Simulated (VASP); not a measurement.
Data:

```
Co
1.0
    1.23671    -2.14205     0.00000
    1.23671     2.14205     0.00000
    0.00000     0.00000     3.98763
Co
2
Direct
  0.33333   0.66667   0.25000
  0.66667   0.33333   0.75000
```
Starting moments (μB, in the order of the record's atoms Co Co): 1.6 1.6.

The numbers are results of rev-vdW-DF2, VASP's PBE PAW potentials (set 64) (plane waves; VASP), not measurements. Settings: 520 eV cut-off, 19×19×10 Γ-centred mesh, tetrahedra with Blöchl corrections, potentials Co.

**Question.** What does the run give for the cell moment, energy per atom (σ→0), band gap (on the k-mesh) with the smallest direct gap where there is one?

**Answer.** 
The band gap (on the k-mesh) comes out as none (metal, semimetal or under 0.01 eV) and the cell moment is 3.10 μB. The energy per atom (σ→0) is -4.887 eV/atom.

**Question.** Give the moment on each site (PAW-sphere projection).

**Answer.** 
```csv
site,moment (μB)
Co1,1.56
Co2,1.56
```

Only differences to runs with the same potentials and settings are physical.

The compound is Co in the hcp structure. It was relaxed first.
